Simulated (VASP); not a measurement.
Level of theory: PBE GGA, VASP's PBE PAW potentials (set 64) (plane waves; VASP).

VASP input:

KPOINTS:
```
kpoints
0
Gamma
9 9 9
0 0 0
```

**INCAR**
```
SYSTEM = Eu
PREC = Accurate; ENCUT = 400; LREAL = .FALSE.
LASPH = .TRUE.
EDIFF = 1E-6; NELM = 100; ALGO = Normal
LMAXMIX = 6
ISMEAR = 1; SIGMA = 0.1
GGA = PE
ISIF = 2
LWAVE = .FALSE.; LCHARG = .FALSE.
```

**POSCAR**
```
Eu
1
   -2.2900000000     2.2900000000     2.2900000000
    2.2900000000    -2.2900000000     2.2900000000
    2.2900000000     2.2900000000    -2.2900000000
Eu
1
Direct
  0.0000000000   0.0000000000   0.0000000000
```

POTCAR, in this order: Eu_2 (PBE.64 set). Program: vasp_std.

Output

### OUTCAR
```
 ion  position               nearest neighbor table
   1  0.000  0.000  0.000-
  LATTYP: Found a body centered cubic cell.
 ALAT       =     4.5800000000
 Subroutine PRICEL returns:
 Original cell was already a primitive cell.
 Subroutine GETGRP returns: Found 48 space group operations
The static configuration has the point symmetry O_h .
The dynamic configuration has the point symmetry O_h .
 Subroutine INISYM returns: Found 48 space group operations
 Subroutine IBZKPT returns following result:
 Found     35 irreducible k-points:

 Following reciprocal coordinates:
            Coordinates               Weight
  0.000000  0.000000  0.000000      1.000000
  0.111111  0.000000  0.000000     12.000000
  0.222222  0.000000  0.000000     12.000000
  0.333333  0.000000  0.000000     12.000000
  0.444444  0.000000  0.000000     12.000000
  0.111111  0.111111  0.000000     24.000000
  0.222222  0.111111  0.000000     48.000000
  0.333333  0.111111  0.000000     48.000000
  0.444444  0.111111  0.000000     24.000000
  0.222222  0.222222  0.000000     24.000000
  0.333333  0.222222 -0.000000     48.000000
  0.333333  0.333333  0.000000      8.000000
  0.111111  0.111111  0.111111      8.000000
  0.222222  0.111111  0.111111     24.000000
  0.333333  0.111111  0.111111     24.000000
 -0.111111  0.111111  0.111111      6.000000
  0.222222  0.222222  0.111111     24.000000
  0.333333  0.222222  0.111111     24.000000
 -0.222222  0.222222  0.111111     24.000000
 -0.333333  0.333333  0.111111     24.000000
 -0.222222  0.333333  0.111111     24.000000
 -0.444444  0.444444  0.111111     24.000000
 -0.333333  0.444444  0.111111     48.000000
 -0.444444 -0.444444  0.111111     24.000000
 -0.333333 -0.444444  0.111111     24.000000
...
```

### OSZICAR
```
       N       E                     dE             d eps       ncg     rms          rms(c)
DAV:   1     0.454350734657E+01    0.45435E+01   -0.33402E+03   608   0.654E+02
DAV:   2    -0.172622359590E+01   -0.62697E+01   -0.59915E+01   888   0.802E+01
DAV:   3    -0.182657685973E+01   -0.10035E+00   -0.95992E-01   712   0.744E+00
DAV:   4    -0.182737825808E+01   -0.80140E-03   -0.80131E-03   952   0.991E-01
DAV:   5    -0.182738146270E+01   -0.32046E-05   -0.32046E-05   736   0.427E-02    0.638E+00
DAV:   6    -0.183915497138E+01   -0.11774E-01   -0.15284E-03   904   0.403E-01    0.380E+00
DAV:   7    -0.184580466396E+01   -0.66497E-02   -0.37685E-03   848   0.602E-01    0.583E-02
DAV:   8    -0.184585039453E+01   -0.45731E-04   -0.12505E-04   936   0.925E-02    0.151E-02
DAV:   9    -0.184585763797E+01   -0.72434E-05   -0.73305E-06   848   0.211E-02    0.578E-03
DAV:  10    -0.184585745622E+01    0.18175E-06   -0.17908E-06   856   0.105E-02
   1 F= -.18458575E+01 E0= -.18453634E+01  d E =-.148229E-02
```

**OUTCAR**
```
------------------------ aborting loop because EDIFF is reached ----------------------------------------
  FORCE on cell =-STRESS in cart. coord.  units (eV):
  Direction    XX          YY          ZZ          XY          YZ          ZX
  --------------------------------------------------------------------------------------
  Total       -0.2999254     -0.2999254     -0.2999254      0.0000000      0.0000000      0.0000000
  in kB      -10.0036261    -10.0036261    -10.0036261      0.0000000      0.0000000      0.0000000
  external PRESSURE =     -10.0036261 kB  Pullay stress =       0.0000000 kB
  volume of cell :       48.04
      direct lattice vectors                 reciprocal lattice vectors
    -2.290000000  2.290000000  2.290000000     0.000000000  0.218340611  0.218340611
     2.290000000 -2.290000000  2.290000000     0.218340611  0.000000000  0.218340611
     2.290000000  2.290000000 -2.290000000     0.218340611  0.218340611  0.000000000
 POSITION                                       TOTAL-FORCE (eV/Angst)
 -----------------------------------------------------------------------------------
      0.00000      0.00000      0.00000         0.000000      0.000000      0.000000
 -----------------------------------------------------------------------------------
    total drift:                               -0.000000      0.000000      0.000000
  FREE ENERGIE OF THE ION-ELECTRON SYSTEM (eV)
  ---------------------------------------------------
  free  energy   TOTEN  =        -1.8458574562 eV

  energy  without entropy=       -1.8443751680  energy(sigma->0) =       -1.84536336
```
(Selected blocks of OUTCAR.)

The 4f electrons are frozen in the core of the lanthanide potential, so 4f levels, which can set the real gap, and their magnetism are missing.

The compound is Eu in the bcc structure. The cell was not relaxed at this level.
